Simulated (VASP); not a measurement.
Here is the system:

```
PtS2
1.0
    1.77991    -3.08289     0.00000
    1.77991     3.08289     0.00000
    0.00000     0.00000     4.54688
Pt S
1 2
Cartesian
  0.00000   0.00000   0.00000
  1.77991   1.02763   1.18974
  1.77991  -1.02763   3.35714
```

Calculation: LDA (Ceperley-Alder, Perdew-Zunger), VASP's LDA PAW potentials (set 64) (plane waves; VASP). Numerical set-up: 520 eV cut-off, 11×11×8 Γ-centred mesh, tetrahedra with Blöchl corrections, potentials Pt S.

Unless said otherwise, spin-orbit coupling is left out, though it shifts the bands of the heavy elements here.

Task: What does the run give for the energy per atom (σ→0), band gap (on the k-mesh) with the smallest direct gap where there is one?

Result: 
| Property | Result |
|---|---|
| band gap (on the k-mesh) | none (metal, semimetal or under 0.01 eV) |
| energy per atom (σ→0) | -6.071 eV/atom |

Total energies compare only between runs with the same potentials, cut-off and functional.

The compound is PtS2 in the 1T layered structure. It was relaxed first, which changed the volume by -9 %.
